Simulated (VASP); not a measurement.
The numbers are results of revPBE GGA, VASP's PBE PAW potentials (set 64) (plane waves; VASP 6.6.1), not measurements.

A VASP calculation is set up with these files.

INCAR:
```
! general
SYSTEM  = RuAl
PREC    = Accurate
ENCUT   = 520
LREAL   = .FALSE.
LASPH   = .TRUE.
ICHARG  = 11

! electronic loop
EDIFF   = 1E-7
NELM    = 100
ALGO    = Normal
LMAXMIX = 4

! smearing
ISMEAR  = 0
SIGMA   = 0.05

! functional
GGA     = RE

! output
LWAVE   = .FALSE.
LCHARG  = .FALSE.
LORBIT  = 11
```

**KPOINTS**
```
k-points along high-symmetry lines
15
Line-mode
Reciprocal
  0.000000   0.000000   0.000000 ! GAMMA
  0.000000   0.500000   0.000000 ! X

  0.000000   0.500000   0.000000 ! X
  0.500000   0.500000   0.000000 ! M

  0.500000   0.500000   0.000000 ! M
  0.000000   0.000000   0.000000 ! GAMMA

  0.000000   0.000000   0.000000 ! GAMMA
  0.500000   0.500000   0.500000 ! R

  0.500000   0.500000   0.500000 ! R
  0.000000   0.500000   0.000000 ! X

  0.500000   0.500000   0.500000 ! R
  0.500000   0.500000   0.000000 ! M
```

**POSCAR**
```
RuAl
6.0325110
  0.5000000129   0.0000000000   0.0000000000
  0.0000000000   0.5000000129   0.0000000000
  0.0000000000   0.0000000000   0.5000000129
Al Ru
1 1
Cart
  0.2500000065   0.2500000065   0.2500000065
  0.0000000000   0.0000000000   0.0000000000
```

POTCAR, in this order: Al Ru_pv (PBE.64 set). Program: vasp_std. Read from the step before: CHGCAR.

Output of the run:

OUTCAR:
```
 ion  position               nearest neighbor table
   1  0.500  0.500  0.500-   2 2.61   2 2.61   2 2.61   2 2.61   2 2.61   2 2.61   2 2.61   2 2.61
  LATTYP: Found a simple cubic cell.
 ALAT       =     3.0162555781
 Subroutine PRICEL returns:
 Original cell was already a primitive cell.
 Subroutine GETGRP returns: Found 48 space group operations
The static configuration has the point symmetry O_h .
The dynamic configuration has the point symmetry O_h .
 Subroutine INISYM returns: Found 48 space group operations
   k-points           NKPTS =     90   k-points in BZ     NKDIM =     90   number of bands    NBANDS=     12
   number of dos      NEDOS =    301   number of ions     NIONS =      2
   total plane-waves  NPLWV =  13824
   dimension x,y,z NGX =    24 NGY =   24 NGZ =   24
   dimension x,y,z NGXF=    48 NGYF=   48 NGZF=   48
   ions per type =               1   1
   PREC   = accura    normal or accurate (medium, high low for compatibility)
   ISTART =      0    job   : 0-new  1-cont  2-samecut
   ICHARG =     11    charge: 1-file 2-atom 10-const
   ISPIN  =      1    spin polarized calculation?
   LNONCOLLINEAR =      F non collinear calculations
   LSORBIT =      F    spin-orbit coupling
   INIWAV =      1    electr: 0-lowe 1-rand  2-diag
   ENCUT  =  520.0 eV  38.22 Ry    6.18 a.u.   5.61  5.61  5.61*2*pi/ulx,y,z
   NELM   =    100;   NELMIN=  2; NELMDL= -5     # of ELM steps
...
```

OSZICAR:
```
       N       E                     dE             d eps       ncg     rms          rms(c)
DAV:   1     0.117100255398E+03    0.11710E+03   -0.95386E+03  2216   0.132E+03
DAV:   2    -0.103469987136E+02   -0.12745E+03   -0.12162E+03  2316   0.345E+02
DAV:   3    -0.128192786931E+02   -0.24723E+01   -0.24010E+01  2648   0.483E+01
DAV:   4    -0.128480286294E+02   -0.28750E-01   -0.28734E-01  2508   0.493E+00
DAV:   5    -0.128488162033E+02   -0.78757E-03   -0.78752E-03  2880   0.660E-01
DAV:   6    -0.128488370965E+02   -0.20893E-04   -0.20892E-04  2756   0.811E-02
DAV:   7    -0.128488373178E+02   -0.22134E-06   -0.22124E-06  2744   0.766E-03
DAV:   8    -0.128488373203E+02   -0.24372E-08   -0.28966E-08  1664   0.768E-04
   1 F= -.12848837E+02 E0= -.12848296E+02  d E =-.108271E-02
```

OUTCAR:
```
 val. band max:       11.2596020407   @ k =   0.3929   0.5000   0.3929

 cond. band min:      11.3793150108   @ k =   0.4286   0.4286   0.4286



 k-point     1 :       0.0000    0.0000    0.0000
  band No.  band energies     occupation
      1     -31.3213      2.00000
      2     -31.3213      2.00000
      3     -31.3213      2.00000
      4       0.9225      2.00000
      5       7.0083      2.00000
      6       7.0083      2.00000
      7      10.6085      2.00000
      8      10.6085      2.00000
      9      10.6085      2.00000
     10      16.4282      0.00000
     11      16.4282      0.00000
     12      16.4282      0.00000

 k-point     2 :       0.0000    0.0357    0.0000
  band No.  band energies     occupation
      1     -31.3237      2.00000
      2     -31.3211      2.00000
      3     -31.3211      2.00000
      4       0.9465      2.00000
      5       7.0167      2.00000
      6       7.0168      2.00000
      7      10.5778      2.00000
      8      10.5778      2.00000
      9      10.6114      2.00000
     10      16.2965      0.00000
     11      16.4774      0.00000
     12      16.4774      0.00000

 k-point     3 :       0.0000    0.0714    0.0000
  band No.  band energies     occupation
      1     -31.3308      2.00000
      2     -31.3205      2.00000
      3     -31.3205      2.00000
      4       1.0185      2.00000
      5       7.0401      2.00000
      6       7.0418      2.00000
      7      10.4899      2.00000
      8      10.4899      2.00000
      9      10.6200      2.00000
     10      15.9446      0.00000
     11      16.6211      0.00000
     12      16.6211      0.00000

 k-point     4 :       0.0000    0.1071    0.0000
  band No.  band energies     occupation
      1     -31.3423      2.00000
      2     -31.3195      2.00000
      3     -31.3195      2.00000
      4       1.1375      2.00000
      5       7.0733      2.00000
      6       7.0827      2.00000
      7      10.3552      2.00000
...
```

The density is held fixed in this step, so its total energy and stress have no physical meaning.

The compound is RuAl in the CsCl type structure. It was relaxed first. The electron count is odd and the run is not spin-polarised, which forces a metal.
